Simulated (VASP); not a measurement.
# GaSn (Fm-3m) in VASP: reference runs

How does GaSn come out in PBE? The cell is run as given.

All numbers are computed with VASP 6.6.1; they aren't measurements. Logs are shortened: lines on timing, memory, paths and dates and some standing lists are left out, and cuts for length are marked.

**1. Starting point**

The structure is cubic, space group Fm-3m (No. 225). The conventional cell has a = 5.459 Å, b = 5.459 Å, c = 5.459 Å, α = 90.00°, β = 90.00°, γ = 90.00°. Ga (site symmetry m-3m) is surrounded by 6 Sn at 2.73 Å. Around Sn (site symmetry m-3m) lie 6 Ga at 2.73 Å.

The cell was built by a generator and needn't be a form met in nature.

**2. Single point, PBE**

INCAR

```
ALGO     = Normal         # electronic algorithm
EDIFF    = 1E-7           # SCF threshold, eV
ENCUT    = 520            # plane-wave cutoff, eV
GGA      = PE             # functional
ISIF     = 2              # what is computed and relaxed
ISMEAR   = -1             # smearing method
LASPH    = True           # aspherical terms in the spheres
LCHARG   = True           # write CHGCAR
LELF     = True           # ELF
LREAL    = False          # projectors in reciprocal space
LVHAR    = True         
LWAVE    = False          # write WAVECAR
NBANDS   = 20             # bands
NELM     = 100            # most SCF steps
PREC     = Accurate       # precision mode
SIGMA    = 0.05           # smearing width, eV
```

KPOINTS

```
k-points
0
Gamma
  8 8 8
```

POSCAR

```
GaSn
1.0
    0.0000000000      2.7293289900      2.7293289900
    2.7293289900      0.0000000000      2.7293289900
    2.7293289900      2.7293289900      0.0000000000
Ga Sn
1 1
Direct
    0.5000000000      0.5000000000      0.5000000000
    0.0000000000      0.0000000000      0.0000000000
```

Potentials or basis: VASP PAW PBE potentials, release 64 (Ga_d, Sn_d).

Started as:

```console
$ cat potpaw_PBE.64/Ga_d/POTCAR potpaw_PBE.64/Sn_d/POTCAR > POTCAR
$ mpirun -np 1 vasp_std > vasp.out
```

OUTCAR:

```text
EDIFF = 1E-7
   ENCUT = 520
   GGA = PE
   ISIF = 2
   ISMEAR = -1
   LASPH = True
   LREAL = False
   NELM = 100
   PREC = Accurate

 ion  position               nearest neighbor table
   1  0.500  0.500  0.500-   2 2.73   2 2.73   2 2.73   2 2.73   2 2.73   2 2.73
   2  0.000  0.000  0.000-   1 2.73   1 2.73   1 2.73   1 2.73   1 2.73   1 2.73

  LATTYP: Found a face centered cubic cell.
 ALAT       =     5.4586579800

  Lattice vectors:

 A1 = (   0.0000000000,   2.7293289900,   2.7293289900)
 A2 = (   2.7293289900,   0.0000000000,   2.7293289900)
 A3 = (   2.7293289900,   2.7293289900,   0.0000000000)

Analysis of symmetry for initial positions (statically):
=====================================================================
 Subroutine PRICEL returns:
 Original cell was already a primitive cell.

 Routine SETGRP: Setting up the symmetry group for a
 face centered cubic supercell.

 Subroutine GETGRP returns: Found 48 space group operations
 (whereof 48 operations were pure point group operations)
 out of a pool of 48 trial point group operations.

The static configuration has the point symmetry O_h .

Analysis of symmetry for dynamics (positions and initial velocities):
=====================================================================
 Subroutine PRICEL returns:
 Original cell was already a primitive cell.

 Routine SETGRP: Setting up the symmetry group for a
 face centered cubic supercell.

 Subroutine GETGRP returns: Found 48 space group operations
 (whereof 48 operations were pure point group operations)
 out of a pool of 48 trial point group operations.

The dynamic configuration has the point symmetry O_h .

 Subroutine INISYM returns: Found 48 space group operations
 (whereof 48 operations are pure point group operations),
 and found     1 'primitive' translations

----------------------------------------------------------------------------------------

                                     Primitive cell

  volume of cell :      40.6628

  direct lattice vectors                    reciprocal lattice vectors
     0.000000000  2.729328990  2.729328990    -0.183195211  0.183195211  0.183195211
     2.729328990  0.000000000  2.729328990     0.183195211 -0.183195211  0.183195211
     2.729328990  2.729328990  0.000000000     0.183195211  0.183195211 -0.183195211

  length of vectors
     3.859854074  3.859854074  3.859854074     0.317303413  0.317303413  0.317303413

  position of ions in fractional coordinates (direct lattice)
     0.500000000  0.500000000  0.500000000
     0.000000000  0.000000000  0.000000000

  ion indices of the primitive-cell ions
   primitive index   ion index
                 1           1
                 2           2

----------------------------------------------------------------------------------------

 KPOINTS: k-points

Automatic generation of k-mesh.
 Grid dimensions read from file:
 generate k-points for:    8    8    8

 Generating k-lattice:

  Cartesian coordinates                     Fractional coordinates (reciprocal lattice)
    -0.022899401  0.022899401  0.022899401     0.125000000  0.000000000  0.000000000
     0.022899401 -0.022899401  0.022899401     0.000000000  0.125000000  0.000000000
     0.022899401  0.022899401 -0.022899401     0.000000000  0.000000000  0.125000000

  Length of vectors
     0.039662927  0.039662927  0.039662927

  Shift w.r.t. Gamma in fractional coordinates (k-lattice)
     0.000000000  0.000000000  0.000000000

 Subroutine IBZKPT returns following result:
 ===========================================

 Found     29 irreducible k-points:

 Following reciprocal coordinates:
            Coordinates               Weight
  0.000000  0.000000  0.000000      1.000000
  0.125000  0.000000  0.000000      8.000000
  0.250000  0.000000  0.000000      8.000000
  0.375000  0.000000  0.000000      8.000000
  0.500000  0.000000  0.000000      4.000000
  0.125000  0.125000  0.000000      6.000000
[... 16 lines left out ...]
  0.500000  0.250000  0.125000     48.000000
 -0.375000  0.250000  0.125000     24.000000
 [... further k-points ...]
   k-points           NKPTS =     29   k-points in BZ     NKDIM =     29   number of bands    NBANDS=     20
   number of dos      NEDOS =    301   number of ions     NIONS =      2
   total plane-waves  NPLWV =  27000
   dimension x,y,z NGX =    30 NGY =   30 NGZ =   30
   dimension x,y,z NGXF=    60 NGYF=   60 NGZF=   60
   ions per type =               1   1
   NGX,Y,Z   is equivalent  to a cutoff of  12.92, 12.92, 12.92 a.u.
   NGXF,Y,Z  is equivalent  to a cutoff of  25.84, 25.84, 25.84 a.u.
 SYSTEM =  unknown system
   PREC   = accura    normal or accurate (medium, high low for compatibility)
   ISTART =      0    job   : 0-new  1-cont  2-samecut
   ICHARG =      2    charge: 1-file 2-atom 10-const
   ISPIN  =      1    spin polarized calculation?
   LNONCOLLINEAR =      F non collinear calculations
   LSORBIT =      F    spin-orbit coupling
   LASPH  =      T    aspherical Exc in radial PAW
   ENCUT  =  520.0 eV  38.22 Ry    6.18 a.u.   7.18  7.18  7.18*2*pi/ulx,y,z
   NELM   =    100;   NELMIN=  2; NELMDL= -5     # of ELM steps
   EDIFF  = 0.1E-06   stopping-criterion for ELM
   LREAL  =      F    real-space projection
   EDIFFG = 0.1E-05   stopping-criterion for IOM
   NSW    =      0    number of steps for IOM
   IBRION =     -1    ionic relax: 0-MD 1-quasi-New 2-CG
   NFREE  =      0    steps in history (QN), initial steepest desc. (CG)
   ISIF   =      2    stress and relaxation
   ISYM   =      2    0-nonsym 1-usesym 2-fastsym
   POTIM  = 0.5000    time-step for ionic-motion
   TEBEG  =    0.0;   TEEND  =   0.0 temperature during run
   PSTRESS=    0.0 pullay stress
   NELECT =      27.0000    total number of electrons
   NUPDOWN=      -1.0000    fix difference up-down
   EMIN   =  10.00;   EMAX   =-10.00  energy-range for DOS
   EFERMI =   0.00;   METHOD = LEGACY
   ISMEAR =    -1;   SIGMA  =   0.05  broadening in eV -4-tet -1-fermi 0-gaus
   EFERMI_NEDOS =   21; number of points for ismear=-14 and -15
   IALGO  =     38    algorithm
   IMIX   =      4    mixing-type and parameters
     AMIX     =   0.40;   BMIX     =  1.00
     AMIX_MAG =   1.60;   BMIX_MAG =  1.00
  volume/ion in A,a.u.               =      20.33       137.20
  Fermi-wavevector in a.u.,A,eV,Ry     =   1.428226  2.698955 27.753556  2.039829
  Thomas-Fermi vector in A             =   2.548310
   LORBIT       =      0    0 simple, 1 ext, 2 COOP (PROOUT), +10 PAW based schemes
   GGA     = PE    functional components
   LHFCALC =     F    Hartree Fock is set to
   AEXX    =    0.0000 exact exchange contribution
   IVDW    =     0    specifies the selected vdW correction
   LEPSILON=     F    determine dielectric tensor
   LRPA    =     F    only Hartree local field effects (RPA)
 non-spin polarized calculation
  energy-cutoff  :      520.00
  volume of cell :       40.66
 maximum number of plane-waves:      1108
 NGX is ok and might be reduce to    30
   NGX = 15   NGY = 15   NGZ = 15

 number of electron      26.9999983 magnetization

 Free energy of the ion-electron system (eV)
  ---------------------------------------------------
  ext. energy  EPLUGINS =         0.00000000
  ---------------------------------------------------
  free energy    TOTEN  =        -6.29782613 eV

  energy without entropy =       -6.28707895  energy(sigma->0) =       -6.29245254

 E-fermi :   8.2597     XC(G=0): -11.1586

 val. band max:        8.2200205359   @ k =   0.5000   0.1250   0.0000
 cond. band min:       8.2689093922   @ k =   0.3750   0.2500   0.0000
 fundamental gap:      0.0488888563
 Fermi energy:         8.2597362990

 k-point     1 :       0.0000    0.0000    0.0000
  band No.  band energies     occupation
      1     -13.2347      2.00000
      2     -13.2347      2.00000
      3     -13.1871      2.00000
      4     -13.1871      2.00000
      5     -13.1871      2.00000
      6      -6.7288      2.00000
[... 12 lines left out ...]
     19      16.1175      0.00000
     20      16.1178      0.00000

 k-point     2 :       0.1250    0.0000    0.0000
  band No.  band energies     occupation
      1     -13.2330      2.00000
      2     -13.2330      2.00000
      3     -13.1857      2.00000
      4     -13.1820      2.00000
      5     -13.1820      2.00000
      6      -6.7388      2.00000
[... 12 lines left out ...]
     19      15.4612      0.00000
     20      15.9882      0.00000

 k-point     3 :       0.2500    0.0000    0.0000
  band No.  band energies     occupation
      1     -13.2307      2.00000
      2     -13.2307      2.00000
      3     -13.1824      2.00000
      4     -13.1677      2.00000
      5     -13.1677      2.00000
      6      -6.7632      2.00000
[... 12 lines left out ...]
     19      16.8712      0.00000
     20      17.3330      0.00000

 k-point     4 :       0.3750    0.0000    0.0000
  band No.  band energies     occupation
      1     -13.2299      2.00000
      2     -13.2299      2.00000
      3     -13.1793      2.00000
      4     -13.1519      2.00000
      5     -13.1519      2.00000
      6      -6.7877      2.00000
[... 12 lines left out ...]
     19      19.3390      0.00000
     20      19.3409      0.00000

 k-point     5 :       0.5000    0.0000    0.0000
  band No.  band energies     occupation
      1     -13.2298      2.00000
      2     -13.2298      2.00000
      3     -13.1781      2.00000
      4     -13.1450      2.00000
      5     -13.1450      2.00000
      6      -6.7979      2.00000
[... 12 lines left out ...]
     19      21.4641      0.00000
     20      21.4641      0.00000

 k-point     6 :       0.1250    0.1250    0.0000
  band No.  band energies     occupation
      1     -13.2344      2.00000
      2     -13.2308      2.00000
      3     -13.1908      2.00000
      4     -13.1779      2.00000
      5     -13.1779      2.00000
      6      -6.7543      2.00000
[... 12 lines left out ...]
     19      16.3930      0.00000
     20      16.8900      0.00000

 k-point     7 :       0.2500    0.1250    0.0000
  band No.  band energies     occupation
      1     -13.2346      2.00000
      2     -13.2275      2.00000
      3     -13.1904      2.00000
      4     -13.1677      2.00000
      5     -13.1652      2.00000
      6      -6.7806      2.00000
[... 12 lines left out ...]
     19      15.9989      0.00000
     20      18.2155      0.00000
[... 277 lines left out ...]
 k-point    20 :      -0.3750    0.3750    0.0000
  band No.  band energies     occupation
      1     -13.2582      2.00000
      2     -13.2123      2.00000
      3     -13.1884      2.00000
      4     -13.1421      2.00000
      5     -13.1340      2.00000
      6      -6.8430      2.00000
[... 12 lines left out ...]
     19      19.5576      0.00000
     20      20.0863      0.00000

 k-point    21 :       0.5000    0.5000    0.0000
  band No.  band energies     occupation
      1     -13.2725      2.00000
      2     -13.2125      2.00000
      3     -13.2085      2.00000
      4     -13.1262      2.00000
      5     -13.1262      2.00000
      6      -6.8715      2.00000
[... 12 lines left out ...]
     19      22.7422      0.00000
     20      22.9581      0.00000

 k-point    22 :       0.3750    0.2500    0.1250
  band No.  band energies     occupation
      1     -13.2379      2.00000
      2     -13.2236      2.00000
      3     -13.1897      2.00000
      4     -13.1569      2.00000
      5     -13.1546      2.00000
      6      -6.8044      2.00000
[... 12 lines left out ...]
     19      17.7893      0.00000
     20      18.5407      0.00000

 k-point    23 :       0.5000    0.2500    0.1250
  band No.  band energies     occupation
      1     -13.2413      2.00000
      2     -13.2210      2.00000
      3     -13.1801      2.00000
      4     -13.1531      2.00000
      5     -13.1445      2.00000
      6      -6.8154      2.00000
[... 12 lines left out ...]
     19      17.7488      0.00000
     20      20.0515      0.00000

 k-point    24 :      -0.3750    0.2500    0.1250
  band No.  band energies     occupation
      1     -13.2428      2.00000
      2     -13.2203      2.00000
      3     -13.1708      2.00000
      4     -13.1574      2.00000
      5     -13.1394      2.00000
      6      -6.8150      2.00000
[... 12 lines left out ...]
     19      17.9680      0.00000
     20      18.2977      0.00000

 [... further k-points ...]
[... 5 lines left out ...]
  --------------------------------------------------------------------------------------
  -------------------------------------------------------------------------------------
  Total        3.4948576      3.4948576      3.4948576      0.0000000      0.0000000      0.0000000
  in kB      137.7026838    137.7026838    137.7026838      0.0000000      0.0000000      0.0000000
  external PRESSURE =     137.7026838 kB  Pullay stress =       0.0000000 kB

 VOLUME and BASIS-vectors are now :
 -----------------------------------------------------------------------------
  energy-cutoff  :      520.00
  volume of cell :       40.66
      direct lattice vectors                 reciprocal lattice vectors
     0.000000000  2.729328990  2.729328990    -0.183195211  0.183195211  0.183195211
     2.729328990  0.000000000  2.729328990     0.183195211 -0.183195211  0.183195211
     2.729328990  2.729328990  0.000000000     0.183195211  0.183195211 -0.183195211

 POSITION                                       TOTAL-FORCE (eV/Angst)
 -----------------------------------------------------------------------------------
      2.72933      2.72933      2.72933         0.000000     -0.000000      0.000000
      0.00000      0.00000      0.00000        -0.000000      0.000000     -0.000000
 -----------------------------------------------------------------------------------
    total drift:                                0.000000      0.000000      0.000000

  FREE ENERGIE OF THE ION-ELECTRON SYSTEM (eV)
  ---------------------------------------------------
  free  energy   TOTEN  =        -6.2978261275 eV

  energy  without entropy=       -6.2870789467  energy(sigma->0) =       -6.29245254
```

It took 18 s on 1 thread of Intel Xeon Platinum 8559C (Emerald Rapids), shared host; peak memory 0.17 GiB.

Results:

| Item | Value |
| --- | --- |
| Free energy | -6.2978 eV |
| Pressure | 13.8 GPa |
| Band gap on the k mesh | none (metal or under the smearing width) |

Levels at points of the mesh, in eV from the Fermi level:
```
           k point  band 12  band 13  band 14  band 15  band 16  band 17
(0.00, 0.00, 0.00)     1.44     1.44     1.44     3.28     7.24     7.24
(0.50, 0.00, 0.00)    -7.84     2.22     2.22     2.68     2.68     4.06
(0.50, 0.50, 0.00)    -5.40    -2.58    -1.94    -1.94     3.25    11.59
```
